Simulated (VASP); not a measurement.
Output of a VASP run:

### OUTCAR
```
 ion  position               nearest neighbor table
   1  0.000  0.000  0.000-   2 2.78   3 2.78   4 2.78   2 2.78   3 2.78   2 2.78   4 2.78   2 2.78
                             3 2.78   4 2.78   3 2.78   4 2.78
   2  0.000  0.500  0.500-   1 2.78   3 2.78   4 2.78   1 2.78   4 2.78   1 2.78   3 2.78   1 2.78
                             3 2.78   4 2.78   4 2.78   3 2.78
   3  0.500  0.000  0.500-   1 2.78   2 2.78   4 2.78   1 2.78   4 2.78   2 2.78   4 2.78   4 2.78
                             1 2.78   2 2.78   1 2.78   2 2.78
   4  0.500  0.500  0.000-   1 2.78   2 2.78   3 2.78   2 2.78   3 2.78   1 2.78   3 2.78   3 2.78
                             1 2.78   2 2.78   2 2.78   1 2.78
  LATTYP: Found a simple cubic cell.
 ALAT       =     3.9263348626
 Subroutine PRICEL returns:
 Original cell was already a primitive cell.
 Subroutine GETGRP returns: Found 48 space group operations
The static configuration has the point symmetry O_h .
The dynamic configuration has the point symmetry O_h .
 Subroutine INISYM returns: Found 48 space group operations
 Subroutine IBZKPT returns following result:
 Found     35 irreducible k-points:

 Following reciprocal coordinates:
            Coordinates               Weight
  0.000000  0.000000  0.000000      1.000000
  0.111111  0.000000  0.000000      6.000000
  0.222222  0.000000  0.000000      6.000000
  0.333333  0.000000  0.000000      6.000000
  0.444444  0.000000  0.000000      6.000000
  0.111111  0.111111  0.000000     12.000000
  0.222222  0.111111  0.000000     24.000000
  0.333333  0.111111  0.000000     24.000000
  0.444444  0.111111  0.000000     24.000000
  0.222222  0.222222  0.000000     12.000000
  0.333333  0.222222  0.000000     24.000000
  0.444444  0.222222  0.000000     24.000000
  0.333333  0.333333  0.000000     12.000000
  0.444444  0.333333  0.000000     24.000000
  0.444444  0.444444  0.000000     12.000000
  0.111111  0.111111  0.111111      8.000000
  0.222222  0.111111  0.111111     24.000000
  0.333333  0.111111  0.111111     24.000000
  0.444444  0.111111  0.111111     24.000000
  0.222222  0.222222  0.111111     24.000000
  0.333333  0.222222  0.111111     48.000000
  0.444444  0.222222  0.111111     48.000000
  0.333333  0.333333  0.111111     24.000000
  0.444444  0.333333  0.111111     48.000000
  0.444444  0.444444  0.111111     24.000000
  0.222222  0.222222  0.222222      8.000000
  0.333333  0.222222  0.222222     24.000000
  0.444444  0.222222  0.222222     24.000000
  0.333333  0.333333  0.222222     24.000000
  0.444444  0.333333  0.222222     48.000000
  0.444444  0.444444  0.222222     24.000000
  0.333333  0.333333  0.333333      8.000000
  0.444444  0.333333  0.333333     24.000000
  0.444444  0.444444  0.333333     24.000000
  0.444444  0.444444  0.444444      8.000000
   k-points           NKPTS =     35   k-points in BZ     NKDIM =     35   number of bands    NBANDS=     25
   number of dos      NEDOS =    601   number of ions     NIONS =      4
   total plane-waves  NPLWV =  27000
   dimension x,y,z NGX =    30 NGY =   30 NGZ =   30
   dimension x,y,z NGXF=    60 NGYF=   60 NGZF=   60
   ions per type =               1   3
   PREC   = accura    normal or accurate (medium, high low for compatibility)
   ISTART =      0    job   : 0-new  1-cont  2-samecut
   ICHARG =      2    charge: 1-file 2-atom 10-const
   ISPIN  =      1    spin polarized calculation?
   LNONCOLLINEAR =      F non collinear calculations
   LSORBIT =      F    spin-orbit coupling
   INIWAV =      1    electr: 0-lowe 1-rand  2-diag
   ENCUT  =  520.0 eV  38.22 Ry    6.18 a.u.   7.30  7.30  7.30*2*pi/ulx,y,z
   NELM   =    100;   NELMIN=  2; NELMDL= -5     # of ELM steps
   EDIFF  = 0.1E-06   stopping-criterion for ELM
   LREAL  =      F    real-space projection
   NLSPLINE    = F    spline interpolate recip. space projectors
   LMAXMIX     =    6 max onsite mixed and CHGCAR
   VOSKOWN=      0    Vosko Wilk Nusair interpolation
   EDIFFG = 0.1E-05   stopping-criterion for IOM
   NSW    =      0    number of steps for IOM
   NBLOCK =      1;   KBLOCK =      1    inner block; outer block
...
```

File OSZICAR:
```
       N       E                     dE             d eps       ncg     rms          rms(c)
DAV:   1     0.428998134683E+03    0.42900E+03   -0.25343E+04  1750   0.218E+03
DAV:   2     0.176478553559E+02   -0.41135E+03   -0.40290E+03  1908   0.547E+02
DAV:   3    -0.325701613782E+02   -0.50218E+02   -0.48466E+02  2925   0.170E+02
DAV:   4    -0.358425017533E+02   -0.32723E+01   -0.32395E+01  2363   0.486E+01
DAV:   5    -0.360595455266E+02   -0.21704E+00   -0.21614E+00  2871   0.105E+01    0.232E+01
DAV:   6    -0.378979841227E+02   -0.18384E+01   -0.47782E+01  2032   0.745E+01    0.126E+01
DAV:   7    -0.387104015819E+02   -0.81242E+00   -0.16733E+01  2514   0.323E+01    0.582E+00
DAV:   8    -0.370624618807E+02    0.16479E+01   -0.13519E+01  2461   0.206E+01    0.694E+00
DAV:   9    -0.378974705457E+02   -0.83501E+00   -0.93341E+00  2709   0.169E+01    0.353E+00
DAV:  10    -0.382787349684E+02   -0.38126E+00   -0.15792E+00  2425   0.861E+00    0.114E+00
DAV:  11    -0.382577013346E+02    0.21034E-01   -0.73041E-02  2636   0.230E+00    0.694E-01
DAV:  12    -0.382873554135E+02   -0.29654E-01   -0.74251E-02  2643   0.223E+00    0.177E-01
DAV:  13    -0.382914226667E+02   -0.40673E-02   -0.33023E-02  2733   0.107E+00    0.156E-01
DAV:  14    -0.382914805022E+02   -0.57835E-04   -0.35036E-03  2370   0.427E-01    0.748E-02
DAV:  15    -0.382917114280E+02   -0.23093E-03   -0.69731E-04  2571   0.150E-01    0.304E-02
DAV:  16    -0.382917305242E+02   -0.19096E-04   -0.32073E-04  2707   0.102E-01    0.205E-02
DAV:  17    -0.382917419370E+02   -0.11413E-04   -0.15783E-05  1998   0.373E-02    0.111E-02
DAV:  18    -0.382917403805E+02    0.15564E-05   -0.48378E-06  2583   0.126E-02    0.549E-03
DAV:  19    -0.382917402927E+02    0.87799E-07   -0.18006E-06  2289   0.115E-02    0.422E-03
DAV:  20    -0.382917390651E+02    0.12276E-05   -0.13525E-06  2289   0.664E-03    0.570E-04
DAV:  21    -0.382917388812E+02    0.18398E-06   -0.34535E-08   967   0.191E-03    0.716E-04
DAV:  22    -0.382917388084E+02    0.72770E-07   -0.11429E-08   925   0.897E-04
   1 F= -.38291739E+02 E0= -.38291739E+02  d E =0.000000E+00
       N       E                     dE             ncg
       N       E                     dE             ncg
```

OUTCAR:
```
------------------------ aborting loop because EDIFF is reached ----------------------------------------
  FORCE on cell =-STRESS in cart. coord.  units (eV):
  Direction    XX          YY          ZZ          XY          YZ          ZX
  --------------------------------------------------------------------------------------
  Total       -0.0212390     -0.0212390     -0.0212390      0.0000000     -0.0000000      0.0000000
  in kB       -0.5621886     -0.5621886     -0.5621886      0.0000000     -0.0000000      0.0000000
  external PRESSURE =      -0.5621886 kB  Pullay stress =       0.0000000 kB
  volume of cell :       60.53
      direct lattice vectors                 reciprocal lattice vectors
     3.926334863  0.000000000  0.000000000     0.254690452  0.000000000  0.000000000
     0.000000000  3.926334863  0.000000000     0.000000000  0.254690452  0.000000000
     0.000000000  0.000000000  3.926334863     0.000000000  0.000000000  0.254690452
 POSITION                                       TOTAL-FORCE (eV/Angst)
 -----------------------------------------------------------------------------------
      0.00000      0.00000      0.00000         0.000000      0.000000      0.000000
      0.00000      1.96317      1.96317         0.000000      0.000000      0.000000
      1.96317      0.00000      1.96317         0.000000      0.000000      0.000000
      1.96317      1.96317      0.00000         0.000000      0.000000      0.000000
 -----------------------------------------------------------------------------------
    total drift:                                0.000000      0.000000     -0.000000
  FREE ENERGIE OF THE ION-ELECTRON SYSTEM (eV)
  ---------------------------------------------------
  free  energy   TOTEN  =       -38.2917388084 eV

  energy  without entropy=      -38.2917388084  energy(sigma->0) =      -38.29173881

 total charge

# of ion       s       p       d       tot
------------------------------------------
    1        2.200   6.149   1.770  10.119
    2        0.713   0.662   8.056   9.432
    3        0.713   0.662   8.056   9.432
    4        0.713   0.662   8.056   9.432
--------------------------------------------------
tot          4.340   8.136  25.939  38.414

 Electric field gradients after diagonalization (V/A^2)
 (convention: |V_zz| > |V_xx| > |V_yy|)
----------------------------------------------------------------------
 ion       V_xx      V_yy      V_zz     asymmetry (V_yy - V_xx)/ V_zz
----------------------------------------------------------------------
   1      -0.000     0.000    -0.000      -1.265
   2      34.381    34.381   -68.763       0.000
   3      34.381    34.381   -68.763       0.000
   4      34.381    34.381   -68.763       0.000
```
(Selected blocks of OUTCAR.)

**POSCAR**
```
Pt3Ti
1
    3.9263348626     0.0000000000     0.0000000000
    0.0000000000     3.9263348626     0.0000000000
    0.0000000000     0.0000000000     3.9263348626
Ti Pt
1 3
Direct
  0.0000000000   0.0000000000   0.0000000000
  0.0000000000   0.5000000000   0.5000000000
  0.5000000000   0.0000000000   0.5000000000
  0.5000000000   0.5000000000   0.0000000000
```

Q: Write an INCAR and KPOINTS that could have produced this output.

A: Several could match; the one computed here: the input of the run itself, TPSS meta-GGA, plane waves, VASP's PBE PAW potentials (set 64).

### KPOINTS_OPT
```
k-points along high-symmetry lines
10
Line-mode
Reciprocal
  0.000000   0.000000   0.000000 ! GAMMA
  0.000000   0.500000   0.000000 ! X

  0.000000   0.500000   0.000000 ! X
  0.500000   0.500000   0.000000 ! M

  0.500000   0.500000   0.000000 ! M
  0.000000   0.000000   0.000000 ! GAMMA

  0.000000   0.000000   0.000000 ! GAMMA
  0.500000   0.500000   0.500000 ! R

  0.500000   0.500000   0.500000 ! R
  0.000000   0.500000   0.000000 ! X

  0.500000   0.500000   0.500000 ! R
  0.500000   0.500000   0.000000 ! M
```

KPOINTS:
```
Automatic mesh
0
Gamma
9 9 9
0 0 0
```

### INCAR
```
LCHARG=.FALSE.
LEFG=.TRUE.
NEDOS=601   ! DOS grid
SYSTEM=Pt3Ti
LREAL=.FALSE.   ! projection in real space or not
LORBIT=11
ISIF=2   ! forces and stress, cell fixed
EDIFF=1E-7   ! SCF stop (eV)
PREC=Accurate
ISMEAR=-5   ! tetrahedra, Bloechl
METAGGA=TPSS
ENCUT=520   ! plane-wave cut-off (eV)
LWAVE=.FALSE.
NELM=100   ! most electronic steps
LMAXMIX=6   ! l cut-off of mixed one-centre charges
LMIXTAU=.TRUE.
LASPH=.TRUE.   ! aspherical one-centre terms
ALGO=Normal   ! blocked Davidson
```

POTCAR, in this order: Ti_sv Pt (PBE.64 set). Program: vasp_std.

For a metal the tetrahedron method with Blöchl corrections gives inexact stress and forces.

The compound is Pt3Ti in the L1_2 structure. It was relaxed first.
